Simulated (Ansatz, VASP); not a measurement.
# Si2Ni: VASP beside Ansatz

One calculation is typed for both programs; each brings its own data sets. How far apart do they land? The cell is taken from a series of runs on this material, whose earlier steps may have relaxed, scaled, displaced or heated it; both programs get it as it stands.

Calculated with Ansatz 0.2.0; plane waves, with VASP 6.6.1 beside it; zone-centre phonons at PBEsol.

## Step 1: The starting structure

Symmetry: Fm-3m, No. 225, cubic system. The conventional cell has a = 5.425 Å, b = 5.425 Å, c = 5.425 Å, α = 90.00°, β = 90.00°, γ = 90.00°. Si has 4 Ni at 2.35 Å nearest. Nearest to Ni lie 8 Si at 2.35 Å. Farther neighbours are not listed.

Coordinates:

```cif
data_structure
_symmetry_space_group_name_H-M 'Fm-3m'
_symmetry_Int_Tables_number 225
_cell_length_a 5.4253
_cell_length_b 5.4253
_cell_length_c 5.4253
_cell_angle_alpha 90.000
_cell_angle_beta 90.000
_cell_angle_gamma 90.000
_cell_volume 159.69
loop_
_atom_site_label
_atom_site_type_symbol
_atom_site_symmetry_multiplicity
_atom_site_Wyckoff_symbol
_atom_site_fract_x
_atom_site_fract_y
_atom_site_fract_z
_atom_site_occupancy
Si1 Si 8 c 0.25000 0.75000 0.75000 1
Ni1 Ni 4 a 0.00000 0.00000 0.00000 1
```

## Step 2: Ansatz: zone-centre phonons, PBEsol

Ansatz runs on its PAW soft_1 files.

Second derivatives magnify differences that forces hide, and they need a tight electronic threshold.

File input.yaml:

```yaml
crystal:
  lattice:
    - [0.0, 2.7126404836, 2.7126404836]
    - [2.7126404836, 0.0, 2.7126404836]
    - [2.7126404836, 2.7126404836, 0.0]
  atoms:
    - { symbol: Si, position: [0.25, 0.25, 0.25] }
    - { symbol: Si, position: [0.75, 0.75, 0.75] }
    - { symbol: Ni, position: [0.0, 0.0, 0.0] }
kpoints:
  mp_grid: { grid: [16, 16, 16] }
hamiltonian:
  xc: pbesol
  pseudopotentials: { kind: paw, azcp: { folder: soft_1 }, xc_functional: pbe }
scf:
  occupations: { method: methfessel_paxton, width: 0.2 }
output:
  eigenvalues: true
phonons:
  method: dfpt
```

Run with:

```sh
> ansatz run input.yaml --threads 4 --pin off --max-ram 10240MiB --backend cpu --events-out ev --progress --plain --runs-dir out
```

Numbers of over 12 decimals in the logs are rounded to 6 here.

Log:

```text
zone centre: on kpoints.mp_grid the ground state, and the responses unless they are solved on pairs of k-points, stand on 349 of the mesh's 4096 k-points, reduced under 8 symmetry operations, with k and −k counted as one. Each operation leaves every solved displacement unchanged or reverses it
Engine: ansatz 0.2.0, aarch64-unknown-linux-gnu
Pseudopotentials: kind: paw
Pseudopotential: Si, paw, valence charge 4, recommended cutoff 420 eV (normal), soft_1/Si.paw.azcp
Pseudopotential: Ni, paw, valence charge 18, recommended cutoff 420 eV (normal), soft_1/Ni.paw.azcp
Functional definition: PBEsol
  exchange = pbesol_x
  correlation = pbesol_c
Crystal: 3 atoms, lattice volume = 39.921 Å³
Basis set: ecut = 420 eV, 749 PW (Γ), exchange–correlation on 54×54×54 points (8 copies of the dense FFT grid, shifted against one another)
Bands: 17, of which v1, the nominal top of the filled ones, is band 13 counted from 1 (12 counted from 0)
Symmetry: 48 space group operations
k-points: 349 of 4096 (irreducible under 8 space group operations, time reversal used)
Non-local potential: Si, projectors of the file, l = 0: 2, l = 1: 2, l = 2: 1
Non-local potential: Ni, projectors of the file, l = 0: 3, l = 1: 2, l = 2: 3, l = 3: 1
PAW form: soft (Blöchl's): semilocal exchange-correlation on the pseudo side does not see the compensation charge
PAW frozen core: Si, regenerated for the run's functional, and the local potential with it (the file was generated under x = pbe(κ = 0.804, μ = 0.219515), c = pbe(β = 0.066725))
PAW frozen core: Ni, regenerated for the run's functional, and the local potential with it (the file was generated under x = pbe(κ = 0.804, μ = 0.219515), c = pbe(β = 0.066725))
PAW one-centre angular grid: Si, 110 points (default); XC on 64 Gauss nodes
PAW one-centre angular grid: Ni, 590 points (default); XC on 64 Gauss nodes
Initial density: superposition of atomic densities (chi_scale 0.1, normalization cell, long waves kept (reshape's long-wave potential 0.00 eV rms))
Initial wavefunctions: pseudopotential atomic-orbital guess
Functional: x = pbesol(κ = 0.804, μ = 0.123457), c = pbesol(β = 0.046)
SCF iter   1: F=—  HF=-7050.200331 eV  |F-HF|=—  |Δ(HF+E_count)|=         —  Δρ=8.71e-2  dr2=3.98e0  ethr=3.10e-3  ⟨swp⟩=5.3  Hψ=30121  notcnv=0
preconditioner: auto → Kerker (q_TF=auto, 2.540 Å⁻¹)  [metal: Δε(μ)=0.013 eV  Ē_g=8.774 eV  σ=0.200 eV  W_gap=0.06  n_scr=14 (ndim 8)  ℏωp=24.9 eV  f_vac=0.000  D(μ)=0.79/eV (n_scr^D=0)]
SCF iter   2: F=—  HF=-7049.668904 eV  |F-HF|=—  |Δ(HF+E_count)|=   5.31e-1  S|Δr|=    0.00e0  Δρ=3.88e-2  dr2=1.09e0  ethr=3.10e-3  ⟨swp⟩=2.6  Hψ=11180  notcnv=0  defer=9
SCF iter   3: F=—  HF=-7049.356621 eV  |F-HF|=—  |Δ(HF+E_count)|=   3.12e-1  S|Δr|=    0.00e0  Δρ=2.37e-2  dr2=2.44e-1  ethr=3.10e-3  ⟨swp⟩=2.8  Hψ=11422  notcnv=0  defer=9
SCF iter   4: F=—  HF=-7049.319621 eV  |F-HF|=—  |Δ(HF+E_count)|=   3.70e-2  S|Δr|=    0.00e0  Δρ=1.01e-2  dr2=3.04e-2  ethr=9.39e-4  ⟨swp⟩=2.0  Hψ=9874  notcnv=0  defer=7
SCF iter   5: F=—  HF=-7049.319135 eV  |F-HF|=—  |Δ(HF+E_count)|=   4.87e-4  S|Δr|=    0.00e0  Δρ=5.10e-3  dr2=9.34e-3  ethr=1.17e-4  ⟨swp⟩=2.3  Hψ=7964  notcnv=0  defer=5
SCF iter   6: F=—  HF=-7049.318604 eV  |F-HF|=—  |Δ(HF+E_count)|=   5.30e-4  S|Δr|=    0.00e0  Δρ=2.49e-3  dr2=2.40e-3  ethr=3.59e-5  ⟨swp⟩=1.0  Hψ=5928  notcnv=0  defer=5
SCF iter   7: F=—  HF=-7049.318371 eV  |F-HF|=—  |Δ(HF+E_count)|=   2.33e-4  S|Δr|=    0.00e0  Δρ=4.26e-4  dr2=7.47e-5  ethr=9.22e-6  ⟨swp⟩=1.0  Hψ=5955  notcnv=0  defer=5
SCF iter   8: F=—  HF=-7049.318373 eV  |F-HF|=—  |Δ(HF+E_count)|=   1.57e-6  S|Δr|=    0.00e0  Δρ=3.35e-5  dr2=5.19e-7  ethr=2.87e-7  ⟨swp⟩=2.4  Hψ=8669  notcnv=0  defer=5
SCF iter   9: F=—  HF=-7049.318392 eV  |F-HF|=—  |Δ(HF+E_count)|=   1.94e-5  S|Δr|=    0.00e0  Δρ=8.22e-6  dr2=2.57e-8  ethr=2.00e-9  ⟨swp⟩=2.0  Hψ=8743  notcnv=0  defer=5
SCF iter  10: F=—  HF=-7049.318392 eV  |F-HF|=—  |Δ(HF+E_count)|=   2.44e-9  S|Δr|=    0.00e0  Δρ=5.63e-7  dr2=9.79e-11  ethr=9.87e-11  ⟨swp⟩=1.6  Hψ=7253  notcnv=0  defer=5
SCF iter  11: F=—  HF=-7049.318392 eV  |F-HF|=—  |Δ(HF+E_count)|=  3.82e-11  S|Δr|=    0.00e0  Δρ=2.49e-7  dr2=2.20e-11  ethr=1.00e-12  ⟨swp⟩=6.4  Hψ=29089  notcnv=0
SCF iter  12: F=-7049.318392 eV  HF=-7049.318392 eV  |F-HF|=1.82e-12  |Δ(HF+E_count)|=  9.09e-13  S|Δr|=    0.00e0  Δρ=1.23e-8  dr2=4.17e-14  ethr=1.00e-12  ⟨swp⟩=5.0  Hψ=22751  notcnv=0
SCF 1 converged in 12 iterations: F = -7049.318392 eV  dr2 = 4.17e-14
  greatest PAW one-centre occupation: 1.000 electrons in one spin orbital (limit 2), on the Ni atom at site 2 (counted from 0), in its partial waves of l = 1
DFPT response loops at Γ: preconditioner auto → Kerker (q_TF=auto, 2.540 Å⁻¹) (partly filled bands, converged f_vac=0.000); β = 1.00, the filter's whole step (`scf.mixing.beta` (0.50) is not read by the response loops under this deck's `scf.mixing.preconditioner`; to damp them name `kerker` or `kerker_dos`, under which they read `scf.mixing.beta`, and type it under 1.00, their step now; both keys bind the ground state too); Broyden in place of MSR1
SCF converged after 12 iterations
Stability not checked: this state was not tested for a lower state beside it, because cold or Methfessel-Paxton smearing, or corrected tetrahedra, fill the levels in a way that the test cannot read (fill_not_monotonic; see scf.lower_state_search)
Free energy (F): -7049.318392 eV
Harris-Foulkes:  -7049.318392 eV  (|F-HF|=1.82e-12)
Internal energy: -7049.317711 eV  (E = F + TS)
E sigma→0 (E₀):  -7049.318222 eV
Entropy (-TS):   -0.000681 eV (-0.227 meV/atom)
Fermi energy:    12.912440 eV
--- Per-component energies (eV) ---
  E_band       = -350.812308
  E_kinetic    = 428.657200
  E_local      = -4220.545548  (includes V_loc(G=0)·N_el)
  E_nonlocal   = -75.451909
  E_hartree    = 2178.783535
  E_xc         = -227.971562
  E_vxc        = -246.342089  (∫ρ·V_xc dr)
  E_paw        = -2614.185694  (= ΣΔE_a)
  E_vpaw       = -594.697983  (= ΣTr[D̂ρ^β])
  E_aug_tail   = 0.000959  (compensation charges beyond the density's cutoff)
  E_ewald      = -2518.865103
  E_core_change = 0.260411  (= ΣΔE_core)
  E_smearing   = -0.000681  (= −TS)
  E_closure    = -0.000000  (closes the sum)
  Σ components = -7049.318392   (vs F -7049.318392, Δ=0.00e0)
--- Band table (eV; the first three rows and the last of 349) ---
  k-point 0: bands = [... 9 lower, 9.4656, 12.5530, 14.6358, 14.6358, 14.6358, 15.1661, 15.1661, 15.1661]
  k-point 1: bands = [... 9 lower, 9.4542, 12.5099, 13.8604, 14.2856, 14.2856, 15.5260, 15.5260, 16.0418]
  k-point 2: bands = [... 9 lower, 9.4254, 12.0465, 13.4723, 13.7864, 13.7864, 15.8881, 15.8881, 16.9037]
  k-point 348: bands = [... 9 lower, 9.2320, 9.3597, 9.7947, 10.5318, 15.1279, 15.1279, 17.5158, 18.1247]
--- Phonons (Γ-DFPT): 2 representative perturbations + reference, on 349 of 4096 k-points (Σ response iterations 6) ---
  k mesh reduced under 8 symmetry operations, with k and −k counted as one. Each operation leaves every solved displacement unchanged or reverses it
  ASR residual: 1.545e-6 → 0.000e0 eV/Å²; symmetrization residual: 1.015e-6 eV/Å²
  ASR residual per site (eV/Å²): 1.55e-6 1.55e-6 1.64e-7
  Γ frequencies (cm⁻¹): 0.00 0.00 0.00 298.14 298.14 298.14 315.24 315.24 315.24
  non-analytic LO–TO correction: not included (Born effective charges unavailable; polar crystals: no LO–TO splitting at Γ)
```

In the SCF lines HF is the Harris–Foulkes energy and dr2 the Hartree energy of the density residual, in eV; the loop may stop once dr2 is under the threshold and the program's other checks hold. Hψ counts applications of the Hamiltonian.

[end of part 1 of 2]

[Lines on the potential files, build, host, timing and source positions are cut from VASP's logs without a mark.]

[Logs are printed without paths, hosts, clocks, repeated set-up lines and the standing remarks that a program may print on its own settings, such as how far it seeks lower states.]

[Hosts, paths, dates, database ids (printed as entryN), source tags and the programs' standing remarks are cut or masked in the printed files.]
